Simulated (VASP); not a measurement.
Data:

```yaml
crystal:
  lattice:
    - [4.88970, 0.00000, 0.00000]
    - [0.00000, 4.88970, 0.00000]
    - [0.00000, 0.00000, 4.88970]
  atoms:
    - { symbol: Si, position: [0.50000, 0.50000, 0.50000] }
    - { symbol: Si, position: [0.00000, 0.00000, 0.00000] }
    - { symbol: Mo, position: [0.00000, 0.50000, 0.25000] }
    - { symbol: Mo, position: [0.00000, 0.50000, 0.75000] }
    - { symbol: Mo, position: [0.25000, 0.00000, 0.50000] }
    - { symbol: Mo, position: [0.75000, 0.00000, 0.50000] }
    - { symbol: Mo, position: [0.50000, 0.25000, 0.00000] }
    - { symbol: Mo, position: [0.50000, 0.75000, 0.00000] }
```

The numbers are results of PBE GGA, VASP's PBE PAW potentials (set 64) (plane waves; VASP), not measurements. Numerical set-up: 300 eV cut-off, 5×5×5 Γ-centred mesh, Fermi-Dirac smearing of 0.14 eV, potentials Si Mo_sv.

Problem. Give the energies of bands 41 to 54 at the high-symmetry points, in eV from the Fermi level.

Solution. 
| band | Γ | X | M | R |
|---|---|---|---|---|
| 41 | -2.17 | -2.45 | -1.25 | -1.77 |
| 42 | -2.17 | -2.45 | -1.25 | -1.77 |
| 43 | -1.58 | -1.72 | -1.12 | -1.22 |
| 44 | -1.58 | -1.72 | -0.90 | -1.22 |
| 45 | 1.24 | 0.22 | -0.90 | -1.22 |
| 46 | 1.24 | 0.22 | -0.79 | -1.22 |
| 47 | 1.24 | 0.92 | -0.70 | -1.22 |
| 48 | 2.03 | 0.92 | -0.51 | -1.22 |
| 49 | 2.36 | 1.50 | -0.14 | 1.25 |
| 50 | 2.36 | 1.50 | 0.22 | 1.25 |
| 51 | 2.63 | 1.58 | 0.83 | 1.25 |
| 52 | 2.64 | 1.58 | 1.06 | 1.25 |
| 53 | 2.68 | 2.24 | 1.06 | 1.25 |
| 54 | 2.71 | 2.24 | 1.89 | 1.25 |

It has no gap at this level: it comes out as a metal or semimetal.

The structure comes from a computed database's SiMo3 entry (Pm-3n); how it stands against other phases isn't given here. The cell was not relaxed at this level.
